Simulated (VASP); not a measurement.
OSZICAR of a VASP run on Zn₄STe₃ (ordered alloy cell):

### OSZICAR
```
       N       E                     dE             d eps       ncg     rms          rms(c)
DAV:   1     0.458738754418E+03    0.45874E+03   -0.27750E+04  3182   0.152E+03
DAV:   2     0.253347917352E+02   -0.43340E+03   -0.42324E+03  3247   0.359E+02
DAV:   3    -0.240713801703E+02   -0.49406E+02   -0.48970E+02  3526   0.123E+02
DAV:   4    -0.259690385365E+02   -0.18977E+01   -0.18916E+01  3718   0.228E+01
DAV:   5    -0.260067562371E+02   -0.37718E-01   -0.37706E-01  4032   0.316E+00    0.109E+01
DAV:   6    -0.249342974865E+02    0.10725E+01   -0.35760E+00  4164   0.383E+01    0.821E+00
DAV:   7    -0.249380871082E+02   -0.37896E-02   -0.19721E+00  3440   0.676E+00    0.338E+00
DAV:   8    -0.249192026283E+02    0.18884E-01   -0.68025E-02  4044   0.425E+00    0.908E-01
DAV:   9    -0.249212610258E+02   -0.20584E-02   -0.37946E-02  3618   0.156E+00    0.341E-01
DAV:  10    -0.249208829617E+02    0.37806E-03   -0.19804E-03  4145   0.703E-01    0.245E-01
DAV:  11    -0.249210582238E+02   -0.17526E-03   -0.23825E-03  4285   0.342E-01    0.584E-02
DAV:  12    -0.249210209111E+02    0.37313E-04   -0.53231E-04  3960   0.393E-01    0.397E-02
DAV:  13    -0.249210308850E+02   -0.99738E-05   -0.96269E-05  3803   0.219E-01    0.205E-02
DAV:  14    -0.249210343324E+02   -0.34474E-05   -0.18072E-05  3939   0.483E-02    0.110E-02
DAV:  15    -0.249210348568E+02   -0.52444E-06   -0.51565E-06  4134   0.388E-02    0.311E-03
DAV:  16    -0.249210349323E+02   -0.75534E-07   -0.24236E-06  3912   0.183E-02    0.241E-03
DAV:  17    -0.249210350197E+02   -0.87367E-07   -0.24508E-07  2416   0.719E-03
   1 F= -.24921035E+02 E0= -.24921035E+02  d E =0.000000E+00
```

Problem. Which electronic solver shows in the log?

Solution. It is blocked Davidson (ALGO = Normal, or the opening steps of other solvers). The INCAR had ALGO = Normal.

Problem. Can the final energy be trusted as converged?

Solution. Self-consistency was reached. It stopped with EDIFF = 1E-7, NELM = 100 (PBEsol GGA, plane waves, VASP's PBE PAW potentials (set 64)).

The structure was generated: Zn4STe3 was put into an ordered model structure (Amm2), which need not be its known phase. It was relaxed first.
